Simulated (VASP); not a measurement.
Here is the system:

```yaml
crystal:
  lattice:
    - [-2.13000, 2.13000, 2.13000]
    - [2.13000, -2.13000, 2.13000]
    - [2.13000, 2.13000, -2.13000]
  atoms:
    - { symbol: Na, position: [0.00000, 0.00000, 0.00000] }
```

The numbers are results of PBE GGA, VASP's PBE PAW potentials (set 64) (plane waves; VASP), not measurements. Numerical set-up: 400 eV cut-off, 11×11×11 Γ-centred mesh, first-order Methfessel-Paxton smearing of 0.10 eV, potentials Na_pv.

Q: Estimate the energy per atom (σ→0), band gap (on the k-mesh) with the smallest direct gap where there is one.

A: 
```
Property                                                     Value
------------------------  ----------------------------------------
band gap (on the k-mesh)  none (metal, semimetal or under 0.01 eV)
energy per atom (σ→0)                               -1.312 eV/atom
```

Total energies compare only between runs with the same potentials, cut-off and functional.

The compound is Na in the bcc structure. The cell was not relaxed at this level.
